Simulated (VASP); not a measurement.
The input files of a VASP run:

File POSCAR:
```
V3Os
1.0
  3.6335780000   0.0000000000   0.0000000000
  0.0000000000   3.6335780000   0.0000000000
  0.0000000000   0.0000000000   3.6335780000
V Os
3 1
direct
  0.0000000000   0.5000000000   0.5000000000
  0.5000000000   0.5000000000   0.0000000000
  0.5000000000   0.0000000000   0.5000000000
  0.0000000000   0.0000000000   0.0000000000
```

### INCAR
```
! general
SYSTEM        = V3Os
PREC          = Accurate
ENCUT         = 300   ! plane-wave cut-off (eV)
LREAL         = .FALSE.
LASPH         = .TRUE.   ! aspherical one-centre terms

! electronic loop
EDIFF         = 1E-6   ! SCF stop (eV)
NELM          = 100
ALGO          = Normal   ! blocked Davidson
LMAXMIX       = 6   ! l cut-off of mixed one-centre charges

! smearing
ISMEAR        = 0   ! Gaussian
SIGMA         = 0.1   ! width (eV)

! functional
GGA           = PE
GGA_COMPAT    = .FALSE.

! spin
MAGMOM        = 2*0.0 2.0 2*0.0 2.0 2*0.0 2.0 3*0.0
LSORBIT       = .TRUE.
LNONCOLLINEAR = .TRUE.

! ions
ISIF          = 2

! output
LWAVE         = .FALSE.
LCHARG        = .FALSE.
LORBIT        = 11   ! lm-projected
```

**KPOINTS**
```
Regular mesh
0
gamma
  5 5 5
```

POTCAR, in this order: V_sv Os (PBE.64 set). Program: vasp_ncl.

Task: Write an equivalent input for Ansatz.

Result: One equivalent input (not run):
Ansatz 0.2 input:
```yaml
crystal:
  lattice:
    - [3.6335780, 0.0000000, 0.0000000]
    - [0.0000000, 3.6335780, 0.0000000]
    - [0.0000000, 0.0000000, 3.6335780]
  atoms:
    - { symbol: V, position: [0.0000000, 0.5000000, 0.5000000], spin: 2, spin_axis: [0, 0, 1] }
    - { symbol: V, position: [0.5000000, 0.5000000, 0.0000000], spin: 2, spin_axis: [0, 0, 1] }
    - { symbol: V, position: [0.5000000, 0.0000000, 0.5000000], spin: 2, spin_axis: [0, 0, 1] }
    - { symbol: Os, position: [0.0000000, 0.0000000, 0.0000000] }
kpoints:
  mp_grid: { grid: [5, 5, 5] }
hamiltonian:
  xc: pbe
  pseudopotentials: { kind: paw }
magnetization: { noncollinear: true, spin_orbit: true }
scf:
  occupations: { method: gaussian, width: 0.1 }
  max_iter: 100
output: { forces: true, stress: true, eigenvalues: true }
```
The two are equivalent in intent, not identical: each code has its own PAW files, so the cut-off isn't converted (ENCUT is set for VASP's; basis.ecutwfc is left out, and Ansatz then takes the one that its files recommend); Ansatz stops its SCF on the density residual and VASP on the energy change (EDIFF).

The structure was generated: V3Os was put into an ordered model structure, which need not be its known phase. The cell was not relaxed at this level. The k-mesh is coarse (spacing up to 0.35 per Å, 2π included), so the numbers may not be converged in it. The run is one of a series of settings (GGA_COMPAT = .FALSE., ISPIN removed, LNONCOLLINEAR = .TRUE., LSORBIT = .TRUE., MAGMOM = 0.0 0.0 2.0 0.0 0.0 2.0 0.0 0.0 2.0 0.0 0.0 0.0, program vasp_ncl against the base run), some of them coarse on purpose.
